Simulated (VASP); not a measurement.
VASP input:

POSCAR:
```
RuSi
1.0
  4.7351748087   0.0000000000   0.0000000000
  0.0000000000   4.7351748087   0.0000000000
  0.0000000000   0.0000000000   4.7351748087
Si Ru
4 4
Cartesian
  0.7686082251   1.5989791792   3.1361956295
  3.1361956295   0.7686082251   1.5989791792
  3.9665665836   3.9665665836   3.9665665836
  1.5989791792   3.1361956295   0.7686082251
  4.1218161765   2.9809460366   1.7542287721
  1.7542287721   4.1218161765   2.9809460366
  0.6133586322   0.6133586322   0.6133586322
  2.9809460366   1.7542287721   4.1218161765
```

### INCAR
```
! general
SYSTEM  = RuSi
PREC    = Accurate
ENCUT   = 500
LREAL   = .FALSE.
LASPH   = .TRUE.

! electronic loop
EDIFF   = 1E-6
NELM    = 100
ALGO    = Normal
LMAXMIX = 4

! smearing
ISMEAR  = 0
SIGMA   = 0.05

! functional
GGA     = PE

! ions
IBRION  = 2
NSW     = 40
ISIF    = 3
EDIFFG  = -0.02

! output
LWAVE   = .FALSE.
LCHARG  = .FALSE.
```

### KPOINTS
```
Regular mesh
0
G
 5 5 5
0 0 0
```

POTCAR, in this order: Si Ru_pv (PBE.64 set). Program: vasp_std.

Q: Write an equivalent input for Quantum ESPRESSO's pw.x.

A: One equivalent input (not run):
```
&CONTROL
  calculation = 'vc-relax'
  pseudo_dir = './pseudo'
  outdir = './out'
  tprnfor = .true.
  tstress = .true.
  nstep = 40
  forc_conv_thr = 0.00078
/
&SYSTEM
  ibrav = 0
  nat = 8
  ntyp = 2
  ecutwfc = 84
  occupations = 'smearing'
  smearing = 'gaussian'
  degauss = 0.003675
  input_dft = 'pbe'
/
&ELECTRONS
  conv_thr = 7.3e-08
  electron_maxstep = 100
/
&IONS
/
&CELL
/
ATOMIC_SPECIES
  Si 28.085 Si.upf
  Ru 101.070 Ru.upf
CELL_PARAMETERS angstrom
     4.7351748    0.0000000    0.0000000
    -0.0000000    4.7351748    0.0000000
    -0.0000000   -0.0000000    4.7351748
ATOMIC_POSITIONS crystal
  Si   0.1623189  0.3376811  0.6623189
  Si   0.6623189  0.1623189  0.3376811
  Si   0.8376811  0.8376811  0.8376811
  Si   0.3376811  0.6623189  0.1623189
  Ru   0.8704676  0.6295324  0.3704676
  Ru   0.3704676  0.8704676  0.6295324
  Ru   0.1295324  0.1295324  0.1295324
  Ru   0.6295324  0.3704676  0.8704676
K_POINTS automatic
  5 5 5 0 0 0
```
The two are equivalent in intent, not identical: the potentials are each code's own (VASP's PAW set, PseudoDojo norm-conserving files in pw.x), so ENCUT and ecutwfc are chosen apart and not converted; conv_thr bounds pw.x's estimated SCF error, while EDIFF bounds the energy change between steps; forc_conv_thr acts on force components and is met together with etot_conv_thr.

The compound is RuSi in the B20 structure. It was relaxed first.
